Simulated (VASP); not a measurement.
These are PBEsol GGA, VASP's PBE PAW potentials (set 64) (plane waves; VASP) values and carry that method's errors.

A VASP calculation is set up with these files.

File KPOINTS:
```
Automatic mesh
0
Gamma
16 16 16
0 0 0
```

**INCAR**
```
LREAL = F   # projection in real space or not
PREC = Accurate
GGA = PS
ALGO = Normal   # blocked Davidson
LASPH = T
ENCUT = 520
LCHARG = F
EDIFF = 1E-7
SYSTEM = Nb
SIGMA = 0.1   # width (eV)
LMAXMIX = 4   # l cut-off of mixed one-centre charges
NELM = 100   # most electronic steps
LWAVE = F
ISMEAR = 1
ISIF = 2
```

**POSCAR**
```
Nb
3.2370070
 -0.5000000400   0.5000000400   0.5000000400
  0.5000000400  -0.5000000400   0.5000000400
  0.5000000400   0.5000000400  -0.5000000400
Nb
1
Cart
  0.0000000000   0.0000000000   0.0000000000
```

POTCAR, in this order: Nb_sv (PBE.64 set). Program: vasp_std.

Output

**OUTCAR**
```
 ion  position               nearest neighbor table
   1  0.000  0.000  0.000-
  LATTYP: Found a body centered cubic cell.
 ALAT       =     3.2370072592
 Subroutine PRICEL returns:
 Original cell was already a primitive cell.
 Subroutine GETGRP returns: Found 48 space group operations
The static configuration has the point symmetry O_h .
The dynamic configuration has the point symmetry O_h .
 Subroutine INISYM returns: Found 48 space group operations
 Subroutine IBZKPT returns following result:
 Found    145 irreducible k-points:

 Following reciprocal coordinates:
            Coordinates               Weight
  0.000000  0.000000  0.000000      1.000000
  0.062500  0.000000  0.000000     12.000000
  0.125000  0.000000  0.000000     12.000000
  0.187500  0.000000  0.000000     12.000000
  0.250000  0.000000  0.000000     12.000000
  0.312500  0.000000  0.000000     12.000000
  0.375000  0.000000  0.000000     12.000000
  0.437500  0.000000  0.000000     12.000000
  0.500000  0.000000  0.000000      6.000000
  0.062500  0.062500  0.000000     24.000000
...
```

File OSZICAR:
```
       N       E                     dE             d eps       ncg     rms          rms(c)
DAV:   1     0.117209965431E+03    0.11721E+03   -0.75027E+03  2908   0.130E+03
DAV:   2    -0.606236220011E+01   -0.12327E+03   -0.12035E+03  3136   0.453E+02
DAV:   3    -0.111056340469E+02   -0.50433E+01   -0.47586E+01  4304   0.777E+01
DAV:   4    -0.113692043859E+02   -0.26357E+00   -0.26070E+00  4102   0.159E+01
DAV:   5    -0.113800426263E+02   -0.10838E-01   -0.10830E-01  4356   0.251E+00    0.805E+00
DAV:   6    -0.109888086593E+02    0.39123E+00   -0.75615E-01  4492   0.117E+01    0.289E+00
DAV:   7    -0.109411231102E+02    0.47686E-01   -0.23453E-01  4546   0.641E+00    0.958E-01
DAV:   8    -0.109458168903E+02   -0.46938E-02   -0.13822E-02  3358   0.182E+00    0.350E-02
DAV:   9    -0.109458763722E+02   -0.59482E-04   -0.10173E-03  4866   0.308E-01    0.458E-02
DAV:  10    -0.109458935559E+02   -0.17184E-04   -0.22028E-05  3624   0.649E-02    0.214E-02
DAV:  11    -0.109458899614E+02    0.35945E-05   -0.98623E-06  3396   0.631E-02    0.310E-03
DAV:  12    -0.109458899222E+02    0.39193E-07   -0.45264E-07  3878   0.653E-03
   1 F= -.10945890E+02 E0= -.10945967E+02  d E =0.230634E-03
```

### OUTCAR
```
------------------------ aborting loop because EDIFF is reached ----------------------------------------
  FORCE on cell =-STRESS in cart. coord.  units (eV):
  Direction    XX          YY          ZZ          XY          YZ          ZX
  --------------------------------------------------------------------------------------
  Total        0.6017759      0.6017759      0.6017759     -0.0000000      0.0000000      0.0000000
  in kB       56.8518160     56.8518160     56.8518160     -0.0000000      0.0000000      0.0000000
  external PRESSURE =      56.8518160 kB  Pullay stress =       0.0000000 kB
  volume of cell :       16.96
      direct lattice vectors                 reciprocal lattice vectors
    -1.618503630  1.618503630  1.618503630     0.000000000  0.308927327  0.308927327
     1.618503630 -1.618503630  1.618503630     0.308927327  0.000000000  0.308927327
     1.618503630  1.618503630 -1.618503630     0.308927327  0.308927327  0.000000000
 POSITION                                       TOTAL-FORCE (eV/Angst)
 -----------------------------------------------------------------------------------
      0.00000      0.00000      0.00000         0.000000     -0.000000      0.000000
 -----------------------------------------------------------------------------------
    total drift:                               -0.000000      0.000000      0.000000
  FREE ENERGIE OF THE ION-ELECTRON SYSTEM (eV)
  ---------------------------------------------------
  free  energy   TOTEN  =       -10.9458899222 eV

  energy  without entropy=      -10.9461205567  energy(sigma->0) =      -10.94596680
```
(Selected blocks of OUTCAR.)

**OUTCAR**
```
 val. band max:       11.8863529315   @ k =   0.1875   0.0000   0.0000

 cond. band min:      11.9158033734   @ k =  -0.1875   0.1875   0.0625


 Fermi energy:        11.8933563016

 k-point     1 :       0.0000    0.0000    0.0000
  band No.  band energies     occupation
      1     -42.2975      2.00000
      2     -17.4689      2.00000
      3     -17.4689      2.00000
      4     -17.4689      2.00000
      5       5.8302      2.00000
      6      12.2487     -0.00001
      7      12.2487     -0.00001
      8      12.2487     -0.00001
      9      15.3640      0.00000
     10      15.3640      0.00000

 k-point     2 :       0.0625    0.0000    0.0000
  band No.  band energies     occupation
      1     -42.2858      2.00000
      2     -17.5373      2.00000
      3     -17.4893      2.00000
      4     -17.4695      2.00000
      5       6.0045      2.00000
      6      12.1388     -0.00283
      7      12.2226     -0.00003
      8      12.4165     -0.00000
      9      15.1901      0.00000
     10      15.3631      0.00000

 k-point     3 :       0.1250    0.0000    0.0000
  band No.  band energies     occupation
      1     -42.2525      2.00000
      2     -17.7294      2.00000
      3     -17.5471      2.00000
      4     -17.4715      2.00000
      5       6.4939      2.00000
      6      11.8425      1.74940
      7      12.1073     -0.00993
      8      12.9119     -0.00000
      9      14.8592      0.00000
     10      15.3722      0.00000

 k-point     4 :       0.1875    0.0000    0.0000
  band No.  band energies     occupation
      1     -42.2022      2.00000
      2     -18.0091      2.00000
      3     -17.6326      2.00000
      4     -17.4745      2.00000
      5       7.1845      2.00000
      6      11.4376      2.00000
      7      11.8864      1.11821
      8      13.7104     -0.00000
      9      14.7008      0.00000
     10      15.4183      0.00000

 k-point     5 :       0.2500    0.0000    0.0000
...
```

The compound is Nb in the bcc structure. This cell is one point of a volume scan, at 0.97 of the reference volume.
